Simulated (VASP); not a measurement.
```
CELL_PARAMETERS angstrom
      1.35500    -2.34693     0.00000
      1.35500     2.34693     0.00000
      0.00000     0.00000     4.28000
ATOMIC_POSITIONS crystal
  Ru 0.33333 0.66667 0.25000
  Ru 0.66667 0.33333 0.75000
```

The numbers are results of PBE GGA with D3 dispersion (zero damping), VASP's PBE PAW potentials (set 64) (plane waves; VASP 6.6.1), not measurements. Numerical set-up: 520 eV cut-off, 14×14×8 Γ-centred mesh, first-order Methfessel-Paxton smearing of 0.10 eV, potentials Ru_pv.

### Question
The ions, cell shape and volume are relaxed. What does this cell relax into?

### Answer

```
CELL_PARAMETERS angstrom
      1.34995    -2.33818     0.00000
      1.34995     2.33818     0.00000
      0.00000     0.00000     4.25653
ATOMIC_POSITIONS crystal
  Ru 0.33333 0.66667 0.25000
  Ru 0.66667 0.33333 0.75000
```
Space group P6_3/mmc (194), at a tolerance of 0.03 Å.

### Question
How do energy and volume change from the first to the last step?

### Answer
The energy (σ→0) changes by -2.4 meV/atom and the volume by -1.3 %, in 6 ionic steps.

```tsv
step	E(σ→0) (eV)	max force (eV/Å)	pressure (GPa)	volume (Å³)
1	-19.5655	0.000	-4.21	27.22
2	-19.5249	0.000	14.53	25.84
3	-19.5703	0.000	-0.07	26.88
4	-19.5703	0.000	0.02	26.87
5	-19.5703	0.000	0.02	26.87
6	-19.5703	0.000	0.01	26.87
```

The compound is Ru in the hcp structure. This run relaxes it. Symmetry was kept, so distortions that lower it aren't found.
